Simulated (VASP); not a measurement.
# BN (Qingsongite): excitons from the Bethe-Salpeter equation, part 2 of 4

What does the electron-hole attraction do to the spectrum of BN (Qingsongite)? The cell is of the zinc-blende type, one of the forms listed for this formula. The start is a cell from a database of measured crystal structures.

VASP 6.6.1, plane waves and PAW; the level of theory is named at each step.

So far. Step 2 (Ground state): The cell has a gap of 4.46 eV on mesh and path. Step 3 (Empty bands): WAVECAR now holds 32 bands for 8 electrons. Its independent-particle dielectric tensor has xx, yy, zz = 4.7, 4.7, 4.7 on this mesh, which isn't tested for convergence in mesh or bands and lacks local fields.

### 4. G0W0

This step: G0W0 on PBE; plane waves and PAW (N_GW, B_GW) (VASP 6.6.1).

One pass of GW corrects the levels to first order, with G and W from the starting orbitals. LWAVE keeps the quasiparticle levels in WAVECAR, and the W files hold the screened interaction for the next step.

INCAR reads:

```
SYSTEM = BN
PREC = Accurate
ENCUT = 450
ISMEAR = 0
SIGMA = 0.01
LREAL = .FALSE.
GGA = PE
NBANDS = 32
ALGO = EVGW0
NELMGW = 1
ENCUTGW = 100
NOMEGA = 48
PRECFOCK = Fast
NBANDSGW = 16
LWAVE = .TRUE.
LCHARG = .FALSE.
```

POSCAR reads:

```
BN
1.0
    0.0000000000      1.8075000000      1.8075000000
    1.8075000000      0.0000000000      1.8075000000
    1.8075000000      1.8075000000      0.0000000000
N B
1 1
Direct
    0.7500000000      0.7500000000      0.7500000000
    0.0000000000      0.0000000000      0.0000000000
```

KPOINTS reads:

```
Automatic mesh
0
Gamma
10 10 10
0 0 0
```

The projector-augmented-wave data sets are N_GW and B_GW (PBE family, release 64).

On the command line:

```bash
mpirun -np 8 vasp_std
```

The program printed:

```text
[banner, memory and clock lines left out]
running    8 mpi-ranks, on    1 nodes
 distrk:  each k-point on    8 cores,    1 groups
 distr:  one band on    1 cores,    8 groups

 POSCAR found type information on POSCAR N B
 POSCAR found :  2 types and       2 ions
 [... a notice as in an earlier step ...]

|                                                                             |
|           W    W    AA    RRRRR   N    N  II  N    N   GGGG   !!!           |
|           W    W   A  A   R    R  NN   N  II  NN   N  G    G  !!!           |
|           W    W  A    A  R    R  N N  N  II  N N  N  G       !!!           |
|           W WW W  AAAAAA  RRRRR   N  N N  II  N  N N  G  GGG   !            |
|           WW  WW  A    A  R   R   N   NN  II  N   NN  G    G                |
|           W    W  A    A  R    R  N    N  II  N    N   GGGG   !!!           |
|                                                                             |
|     The default for ENCUTGWSOFT is different in this version of VASP.       |
|     please manually set ENCUTGWSOFT =100 in the INCAR file.                 |
|                                                                             |

 LDA part: xc-table for (Slater+PW92), standard interpolation
 found WAVECAR, reading the header
 POSCAR, INCAR and KPOINTS ok, starting setup
 FFT: planning ... GRIDC
 FFT: planning ... GRID_SOFT
 FFT: planning ... GRID
 reading WAVECAR
 the WAVECAR file was read successfully
 initial charge from wavefunction
 available memory per node:     96.81 GB, setting MAXMEM to     99137

 The Fermi energy was updated, please check that it is located mid-gap
 values below the HOMO (VB) or above the LUMO (CB) will cause erroneous energies
 E-fermi :   9.6931

 calculate exact exchange contribution
 the WAVEDER file was read successfully
energies w=
    0.000    0.000    1.068    0.000    2.132    0.000    3.187    0.000
    4.230    0.000    5.258    0.000    6.270    0.000    7.263    0.000
    8.238    0.000    9.195    0.000   10.135    0.000   11.059    0.000
   11.970    0.000   12.871    0.000   13.763    0.000   14.650    0.000
   15.536    0.000   16.424    0.000   17.317    0.000   18.220    0.000
   19.138    0.000   20.075    0.000   21.037    0.000   22.030    0.000
   23.062    0.000   24.138    0.000   25.270    0.000   26.468    0.000
   27.744    0.000   29.114    0.000   30.595    0.000   32.210    0.000
   33.988    0.000   35.962    0.000   38.178    0.000   40.693    0.000
   43.583    0.000   46.951    0.000   50.939    0.000   55.746    0.000
   61.665    0.000   69.142    0.000   78.888    0.000   92.116    0.000
  111.074    0.000  140.443    0.000  191.865    0.000  304.542    0.000
 responsefunction array rank=      32
 LDA part: xc-table for (Slater+PW92), standard interpolation

 min. memory requirement per mpi rank    177.6 MB, per node   1420.6 MB

 allocating   6 responsefunctions rank=    32
 shmem allocating  48 responsefunctions rank=    32
 response function shared by NCSHMEM nodes    1
 Doing            6  frequencies on each core in blocks of           48
NQ=   1    0.0000    0.0000    0.0000,
|.........|.........|.........|.........|.........|.........|.........|.........
 performed        272000 updates of chi_q(r,r)
 total number of BLAS operations          1.59 Gflops
NQ=   2    0.1000    0.0000    0.0000,
|.........|.........|.........|.........|.........|.........|.........|.........
 performed        790000 updates of chi_q(r,r)
 total number of BLAS operations          3.98 Gflops
NQ=   3    0.2000    0.0000    0.0000,
|.........|.........|.........|.........|.........|.........|.........|.........
 performed       1308000 updates of chi_q(r,r)
 total number of BLAS operations          6.37 Gflops
NQ=   4    0.3000    0.0000    0.0000,
|.........|.........|.........|.........|.........|.........|.........|.........
 performed       1826000 updates of chi_q(r,r)
 total number of BLAS operations          9.62 Gflops
NQ=   5    0.4000    0.0000    0.0000,
|.........|.........|.........|.........|.........|.........|.........|.........
 performed       2344000 updates of chi_q(r,r)
 total number of BLAS operations         12.88 Gflops
NQ=   6    0.5000    0.0000    0.0000,
|.........|.........|.........|.........|.........|.........|.........|.........
 performed       2756000 updates of chi_q(r,r)
 total number of BLAS operations         14.48 Gflops
NQ=   7    0.1000    0.1000    0.0000,
|.........|.........|.........|.........|.........|.........|.........|.........
 performed       3254000 updates of chi_q(r,r)
 total number of BLAS operations         16.58 Gflops
NQ=   8    0.2000    0.1000    0.0000,
|.........|.........|.........|.........|.........|.........|.........|.........
 performed       4178000 updates of chi_q(r,r)
 total number of BLAS operations         20.16 Gflops
NQ=   9    0.3000    0.1000    0.0000,
|.........|.........|.........|.........|.........|.........|.........|.........
 performed       5102000 updates of chi_q(r,r)
 total number of BLAS operations         24.08 Gflops
NQ=  10    0.4000    0.1000    0.0000,
|.........|.........|.........|.........|.........|.........|.........|.........
 performed       6026000 updates of chi_q(r,r)
 total number of BLAS operations         29.87 Gflops
NQ=  11    0.5000    0.1000    0.0000,
|.........|.........|.........|.........|.........|.........|.........|.........
 performed       6950000 updates of chi_q(r,r)
 total number of BLAS operations         35.67 Gflops
NQ=  12   -0.4000    0.1000    0.0000,
|.........|.........|.........|.........|.........|.........|.........|.........
 performed       7874000 updates of chi_q(r,r)
 total number of BLAS operations         41.47 Gflops
NQ=  13   -0.3000    0.1000    0.0000,
|.........|.........|.........|.........|.........|.........|.........|.........
 performed       8798000 updates of chi_q(r,r)
 total number of BLAS operations         47.27 Gflops
NQ=  14   -0.2000    0.1000    0.0000,
|.........|.........|.........|.........|.........|.........|.........|.........
 performed       9722000 updates of chi_q(r,r)
 total number of BLAS operations         51.53 Gflops
NQ=  15   -0.1000    0.1000    0.0000,
|.........|.........|.........|.........|.........|.........|.........|.........
 performed      10441000 updates of chi_q(r,r)
 total number of BLAS operations         54.31 Gflops
NQ=  16    0.2000    0.2000    0.0000,
|.........|.........|.........|.........|.........|.........|.........|.........
 performed      10939000 updates of chi_q(r,r)
 total number of BLAS operations         56.42 Gflops
NQ=  17    0.3000    0.2000    0.0000,
|.........|.........|.........|.........|.........|.........|.........|.........
 performed      11863000 updates of chi_q(r,r)
 total number of BLAS operations         61.42 Gflops
NQ=  18    0.4000    0.2000    0.0000,
|.........|.........|.........|.........|.........|.........|.........|.........
 performed      12787000 updates of chi_q(r,r)
 total number of BLAS operations         67.64 Gflops
NQ=  19    0.5000    0.2000    0.0000,
|.........|.........|.........|.........|.........|.........|.........|.........
 performed      13711000 updates of chi_q(r,r)
 total number of BLAS operations         73.86 Gflops
NQ=  20   -0.4000    0.2000    0.0000,
|.........|.........|.........|.........|.........|.........|.........|.........
 performed      14635000 updates of chi_q(r,r)
 total number of BLAS operations         78.86 Gflops
NQ=  21   -0.3000    0.2000    0.0000,
|.........|.........|.........|.........|.........|.........|.........|.........
 performed      15559000 updates of chi_q(r,r)
 total number of BLAS operations         84.25 Gflops
NQ=  22   -0.2000    0.2000    0.0000,
|.........|.........|.........|.........|.........|.........|.........|.........
 performed      16278000 updates of chi_q(r,r)
 total number of BLAS operations         88.14 Gflops
NQ=  23    0.3000    0.3000    0.0000,
|.........|.........|.........|.........|.........|.........|.........|.........
 performed      16776000 updates of chi_q(r,r)
 total number of BLAS operations         91.05 Gflops
NQ=  24    0.4000    0.3000    0.0000,
|.........|.........|.........|.........|.........|.........|.........|.........
 performed      17700000 updates of chi_q(r,r)
 total number of BLAS operations         96.05 Gflops
NQ=  25    0.5000    0.3000    0.0000,
|.........|.........|.........|.........|.........|.........|.........|.........
 performed      18624000 updates of chi_q(r,r)
 total number of BLAS operations        101.44 Gflops
NQ=  26   -0.4000    0.3000    0.0000,
|.........|.........|.........|.........|.........|.........|.........|.........
 performed      19548000 updates of chi_q(r,r)
 total number of BLAS operations        106.83 Gflops
NQ=  27   -0.3000    0.3000    0.0000,
|.........|.........|.........|.........|.........|.........|.........|.........
 performed      20267000 updates of chi_q(r,r)
 total number of BLAS operations        110.72 Gflops
NQ=  28    0.4000    0.4000    0.0000,
|.........|.........|.........|.........|.........|.........|.........|.........
 performed      20765000 updates of chi_q(r,r)
 total number of BLAS operations        113.63 Gflops
NQ=  29    0.5000    0.4000    0.0000,
|.........|.........|.........|.........|.........|.........|.........|.........
 performed      21689000 updates of chi_q(r,r)
 total number of BLAS operations        118.25 Gflops
NQ=  30   -0.4000    0.4000    0.0000,
|.........|.........|.........|.........|.........|.........|.........|.........
 performed      22408000 updates of chi_q(r,r)
 total number of BLAS operations        122.14 Gflops
NQ=  31    0.5000    0.5000    0.0000,
|.........|.........|.........|.........|.........|.........|.........|.........
 performed      22774000 updates of chi_q(r,r)
 total number of BLAS operations        123.56 Gflops
NQ=  32    0.3000    0.2000    0.1000,
|.........|.........|.........|.........|.........|.........|.........|.........
 performed      23809000 updates of chi_q(r,r)
 total number of BLAS operations        127.94 Gflops
NQ=  33    0.4000    0.2000    0.1000,
|.........|.........|.........|.........|.........|.........|.........|.........
 performed      25057000 updates of chi_q(r,r)
 total number of BLAS operations        133.69 Gflops
NQ=  34    0.5000    0.2000    0.1000,
|.........|.........|.........|.........|.........|.........|.........|.........
 performed      26305000 updates of chi_q(r,r)
 total number of BLAS operations        141.52 Gflops
NQ=  35   -0.4000    0.2000    0.1000,
|.........|.........|.........|.........|.........|.........|.........|.........
 performed      27274000 updates of chi_q(r,r)
 total number of BLAS operations        147.60 Gflops
NQ=  36    0.4000    0.3000    0.1000,
|.........|.........|.........|.........|.........|.........|.........|.........
 performed      28309000 updates of chi_q(r,r)
 total number of BLAS operations        152.78 Gflops
NQ=  37    0.5000    0.3000    0.1000,
|.........|.........|.........|.........|.........|.........|.........|.........
 performed      29557000 updates of chi_q(r,r)
 total number of BLAS operations        160.60 Gflops
NQ=  38   -0.4000    0.3000    0.1000,
|.........|.........|.........|.........|.........|.........|.........|.........
 performed      30805000 updates of chi_q(r,r)
 total number of BLAS operations        169.00 Gflops
NQ=  39   -0.3000    0.3000    0.1000,
|.........|.........|.........|.........|.........|.........|.........|.........
 performed      32053000 updates of chi_q(r,r)
 total number of BLAS operations        176.83 Gflops
NQ=  40   -0.2000    0.3000    0.1000,
|.........|.........|.........|.........|.........|.........|.........|.........
 performed      33022000 updates of chi_q(r,r)
 total number of BLAS operations        182.48 Gflops
NQ=  41    0.5000    0.4000    0.1000,
|.........|.........|.........|.........|.........|.........|.........|.........
 performed      34057000 updates of chi_q(r,r)
 total number of BLAS operations        188.52 Gflops
NQ=  42   -0.4000    0.4000    0.1000,
|.........|.........|.........|.........|.........|.........|.........|.........
 performed      35305000 updates of chi_q(r,r)
 total number of BLAS operations        196.92 Gflops
NQ=  43   -0.3000    0.4000    0.1000,
|.........|.........|.........|.........|.........|.........|.........|.........
 performed      36274000 updates of chi_q(r,r)
 total number of BLAS operations        203.44 Gflops
NQ=  44   -0.4000    0.5000    0.1000,
|.........|.........|.........|.........|.........|.........|.........|.........
 performed      36995000 updates of chi_q(r,r)
 total number of BLAS operations        207.34 Gflops
NQ=  45   -0.4000    0.4000    0.2000,
|.........|.........|.........|.........|.........|.........|.........|.........
 performed      38030000 updates of chi_q(r,r)
 total number of BLAS operations        214.30 Gflops
NQ=  46   -0.3000    0.4000    0.2000,
|.........|.........|.........|.........|.........|.........|.........|.........
 performed      38999000 updates of chi_q(r,r)
 total number of BLAS operations        221.28 Gflops
NQ=  47   -0.3000    0.5000    0.2000,
|.........|.........|.........|.........|.........|.........|.........|.........
 performed      39720000 updates of chi_q(r,r)
 total number of BLAS operations        225.81 Gflops
 resolving degeneracies of screened two electron integrals

 calculate QP shifts <psi_nk| G(iteration)W_0 |psi_nk>: iteration 1
 writing wavefunctions
 entering main loop
```

Wall time 5.8 min (8 MPI ranks of AMD EPYC 7R43, shared host); peak memory 1.6 GiB.

OUTCAR, selected parts (step 4):

```text
The static configuration has the point symmetry T_d .

 Found     47 irreducible k-points:

   k-points           NKPTS =     47   k-points in BZ     NKDIM =   1000   number of bands    NBANDS=     32

   NELECT =       8.0000    total number of electrons

 E-fermi :   9.6931

 QP shifts <psi_nk| G(iteration)W_0 |psi_nk>: iteration 1
 for sc-GW calculations column KS-energies equals QP-energies in previous step
 and V_xc(KS)=  KS-energies - (<T + V_ion + V_H > + <T+V_H+V_ion>^1  + <V_x>^1)
 k-point   1 :       0.0000    0.0000    0.0000
  band No.  KS-energies  QP-energies   sigma(KS)   V_xc(KS)     V^pw_x(r,r')   Z            occupation Imag(sigma)
      1     -12.7715     -14.5483     -17.7740     -15.4892     -26.4992       0.7777       2.0000       1.4362
      2       7.4630       7.0499     -18.7859     -18.2867     -21.8306       0.8277       2.0000       0.0794
      3       7.4630       7.0499     -18.7859     -18.2867     -21.8306       0.8277       2.0000       0.0794
      4       7.4630       7.0499     -18.7859     -18.2867     -21.8306       0.8277       2.0000       0.0794
      5      16.2831      17.8610     -11.8967     -13.7847      -7.0473       0.8357       0.0000      -0.1001
      6      16.2831      17.8610     -11.8967     -13.7847      -7.0473       0.8357       0.0000      -0.1001
      7      16.2831      17.8610     -11.8967     -13.7847      -7.0473       0.8357       0.0000      -0.1001
      8      17.8047      19.1983     -13.7389     -15.4381      -8.4265       0.8201       0.0000      -0.1225
    ...

 k-point   2 :       0.1000    0.0000    0.0000
  band No.  KS-energies  QP-energies   sigma(KS)   V_xc(KS)     V^pw_x(r,r')   Z            occupation Imag(sigma)
      1     -12.5288     -14.2818     -17.7867     -15.5300     -26.4675       0.7768       2.0000       1.4018
      2       6.1911       5.5996     -18.3342     -17.6163     -21.5408       0.8239       2.0000       0.0872
      3       7.2082       6.7625     -18.6589     -18.1201     -21.7280       0.8272       2.0000       0.0806
      4       7.2082       6.7625     -18.6589     -18.1201     -21.7280       0.8272       2.0000       0.0806
      5      16.5561      18.0651     -12.2918     -14.1020      -7.4149       0.8336       0.0000      -0.1024
      6      16.6675      18.2844     -12.0192     -13.9588      -7.1011       0.8336       0.0000      -0.1032
      7      16.6675      18.2844     -12.0192     -13.9588      -7.1011       0.8336       0.0000      -0.1032
      8      18.5989      20.1780     -13.7983     -15.7302      -8.4138       0.8174       0.0000      -0.1286
    ...

 k-point   3 :       0.2000    0.0000    0.0000
  band No.  KS-energies  QP-energies   sigma(KS)   V_xc(KS)     V^pw_x(r,r')   Z            occupation Imag(sigma)
      1     -11.8140     -13.4987     -17.8370     -15.6623     -26.3879       0.7747       2.0000       1.2995
      2       3.4750       2.5559     -17.7750     -16.6417     -21.5482       0.8110       2.0000       0.1136
      3       6.6355       6.1172     -18.4472     -17.8186     -21.6043       0.8245       2.0000       0.0842
      4       6.6355       6.1172     -18.4472     -17.8186     -21.6043       0.8245       2.0000       0.0842
      5      16.9278      18.3571     -12.6489     -14.3682      -7.6906       0.8313       0.0000      -0.1063
      6      17.4632      19.1455     -12.1809     -14.2077      -7.1014       0.8300       0.0000      -0.1104
      7      17.4632      19.1455     -12.1809     -14.2077      -7.1014       0.8300       0.0000      -0.1104
      8      20.2634      22.0747     -13.8661     -16.1102      -8.1903       0.8071       0.0000      -0.1498
    ...

[... 7 parts as in an earlier step ...]

[... 5 further parts left out ...]
```

Numbers from this step:

* quasiparticle gap on the mesh: 5.736 eV
* smallest direct quasiparticle gap on the mesh: 10.81 eV
* gap of the starting orbitals on the mesh: 4.460 eV

GW takes the gap from 4.460 to 5.736 eV. The value holds for 32 bands, ENCUTGW = 100 eV and this mesh, and isn't shown to be converged in them.

[end of part 2 of 4]

[Lines on the potential files, build, host, timing and source positions are cut from VASP's logs without a mark.]

[Logs are printed without paths, hosts, clocks, repeated set-up lines and the standing remarks that a program may print on its own settings, such as how far it seeks lower states.]

[Hosts, paths, dates, database ids (printed as entryN), source tags and the programs' standing remarks are cut or masked in the printed files.]

[Pressures printed for these runs are not shown converged in the cutoff: they can be off by several GPa and have the wrong sign.]
